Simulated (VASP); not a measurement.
Input:

```
AlRu
1.0
    2.99598     0.00000     0.00000
    0.00000     2.99598     0.00000
    0.00000     0.00000     2.99598
Al Ru
1 1
Cartesian
  1.49799   1.49799   1.49799
  0.00000   0.00000   0.00000
```

Computed with SCAN meta-GGA, VASP's PBE PAW potentials (set 64) (plane waves; VASP 6.6.1). Settings: 520 eV cut-off, 12×12×12 Γ-centred mesh, first-order Methfessel-Paxton smearing of 0.10 eV, potentials Al Ru_pv.

Question: Give the stress tensor in GPa (positive for a compressed cell).

Answer: 
```
-6.71   0.00   0.00
 0.00  -6.71   0.00
 0.00   0.00  -6.71
```
The pressure is its mean diagonal, -6.71 GPa.

The compound is RuAl in the CsCl type structure. This cell is one point of a volume scan, at 1.03 of the reference volume. The electron count is odd and the run is not spin-polarised, which forces a metal.
